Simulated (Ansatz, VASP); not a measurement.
# GaGe in VASP and in Ansatz

```xyz
2
Lattice="0.0000 2.8978 2.8978 2.8978 0.0000 2.8978 2.8978 2.8978 0.0000" Properties=species:S:1:pos:R:3 pbc="T T T"
Ge    0.0000    0.0000    0.0000
Ga    1.4489    1.4489    1.4489
```

Alike in both runs: task single point; functional LDA; k mesh 8 × 8 × 8; occupations fermi-dirac, width 0.05 eV; no spin polarisation.

|  | VASP | Ansatz |
| --- | --- | --- |
| version | VASP 6.6.1 | Ansatz 0.2.0 |
| potentials or method | VASP PAW LDA potentials, release 64 (Ge_d, Ga_d), cutoff 520 eV | all-electron LAPW, scalar-relativistic |

Ansatz gave:

| Item | Value |
| --- | --- |
| gap on the k mesh at the Fermi level (eV) | none |
| pressure (GPa) | -4.1 |

Question: Which values does VASP return?

Answer: gap on the k mesh at the Fermi level (eV): none; pressure (GPa): -4.0.

A gap of «none» marks a metal or a gap that the smearing closes. Ansatz ran all-electron here, so the differences hold the error of VASP's frozen core and of both bases.
